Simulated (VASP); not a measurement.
Computed with PBEsol GGA, VASP's PBE PAW potentials (set 64) (plane waves; VASP).

VASP input:

### INCAR
```
# general
SYSTEM   =  NbP
PREC     =  Accurate
ENCUT    =  300   # plane-wave cut-off (eV)
LREAL    =  .FALSE.   # projection in real space or not
LASPH    =  .TRUE.

# electronic loop
EDIFF    =  1E-6   # SCF stop (eV)
NELM     =  100
ALGO     =  Normal
LMAXMIX  =  4   # l cut-off of mixed one-centre charges

# smearing
ISMEAR   =  0
SIGMA    =  0.2

# functional
GGA      =  PS

# ions
ISIF     =  2

# output
LWAVE    =  .FALSE.
LCHARG   =  .FALSE.
```

**POSCAR**
```
NbP
1
   -1.6749250000     1.6749250000     5.7401100000
    1.6749250000    -1.6749250000     5.7401100000
    1.6749250000     1.6749250000    -5.7401100000
Nb P
2 2
Direct
  0.7498800000   0.7498800000   0.0000000000
  0.4998800000   0.9998800000   0.5000000000
  0.3327500000   0.3327500000   0.0000000000
  0.0827500000   0.5827500000   0.5000000000
```

File KPOINTS:
```
Automatic mesh
0
Gamma
10 10 10
0 0 0
```

POTCAR, in this order: Nb_sv P (PBE.64 set). Program: vasp_std.

At this cut-off the stress carries a Pulay error, which pulls relaxed volumes low.

Task: Predict the energy per atom (σ→0), pressure, band gap (on the k-mesh).

Result: 
```json
{
  "energy per atom (σ→0)": "-9.443 eV/atom",
  "band gap (on the k-mesh)": "none (metal, semimetal or under 0.01 eV)",
  "pressure": "-71.2 kbar"
}
```

### OSZICAR
```
...
DAV:   7    -0.377988678477E+02    0.15696E-01   -0.61907E-01  7366   0.416E+00    0.288E+00
DAV:   8    -0.377818078131E+02    0.17060E-01   -0.63392E-02  5922   0.159E+00    0.434E-01
DAV:   9    -0.377812991571E+02    0.50866E-03   -0.81182E-03  7194   0.582E-01    0.261E-01
DAV:  10    -0.377813190563E+02   -0.19899E-04   -0.85480E-04  5602   0.301E-01    0.441E-02
DAV:  11    -0.377812822473E+02    0.36809E-04   -0.15016E-04  7266   0.699E-02    0.177E-02
DAV:  12    -0.377812791444E+02    0.31029E-05   -0.91789E-06  5998   0.292E-02    0.528E-03
DAV:  13    -0.377812790218E+02    0.12257E-06   -0.39636E-07  4068   0.455E-03
   1 F= -.37781279E+02 E0= -.37773404E+02  d E =-.157501E-01
```

The structure comes from a computed database's NbP entry; how it stands against other phases isn't given here. The cell was not relaxed at this level. The run is one of a series of settings (GGA = PS against the base run), some of them coarse on purpose.
